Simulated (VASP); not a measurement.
An input for Ansatz (written as the equivalent of a VASP run, and not itself run):

Ansatz 0.2 input:
```yaml
crystal:
  lattice:
    - [3.1645100, 0.0000000, 0.0000000]
    - [-1.5822550, 2.7405450, 0.0000000]
    - [0.0000000, 0.0000000, 5.1045640]
  atoms:
    - { symbol: Zn, position: [0.6666670, 0.3333330, 0.5005900] }
    - { symbol: Zn, position: [0.3333330, 0.6666670, 0.0005900] }
    - { symbol: O, position: [0.6666670, 0.3333330, 0.8797200] }
    - { symbol: O, position: [0.3333330, 0.6666670, 0.3797200] }
kpoints:
  mp_grid: { grid: [10, 10, 5] }
hamiltonian:
  xc: pbe
  pseudopotentials: { kind: paw }
scf:
  occupations: { method: gaussian, width: 0.01 }
  max_iter: 100
output: { forces: true, stress: true, eigenvalues: true }
```

Question: Write the VASP files for the same calculation (PBE).

Answer: Several could match; the one computed here: 
### INCAR
```
ALGO  =  Normal
EDIFF  =  1E-6
ENCUT  =  400
GGA  =  PE
ISIF  =  2
ISMEAR  =  0
LASPH  =  T
LCHARG  =  F
LMAXMIX  =  4
LREAL  =  F
LWAVE  =  F
NELM  =  100
PREC  =  Accurate
SIGMA  =  0.01
SYSTEM  =  ZnO
```

**KPOINTS**
```
K-points
0
G
10 10 5
0 0 0
```

### POSCAR
```
ZnO
1
    3.1645100000     0.0000000000     0.0000000000
   -1.5822550000     2.7405450000     0.0000000000
    0.0000000000     0.0000000000     5.1045640000
Zn O
2 2
Direct
  0.6666670000   0.3333330000   0.5005900000
  0.3333330000   0.6666670000   0.0005900000
  0.6666670000   0.3333330000   0.8797200000
  0.3333330000   0.6666670000   0.3797200000
```

POTCAR, in this order: Zn O (PBE.64 set). Program: vasp_std.

What does not carry over: each code has its own PAW files, so the cut-off isn't converted (ENCUT is set for VASP's; basis.ecutwfc is left out, and Ansatz then takes the one that its files recommend); Ansatz stops its SCF on the density residual and VASP on the energy change (EDIFF).

The structure comes from a computed database's ZnO entry; how it stands against other phases isn't given here. The cell was not relaxed at this level.
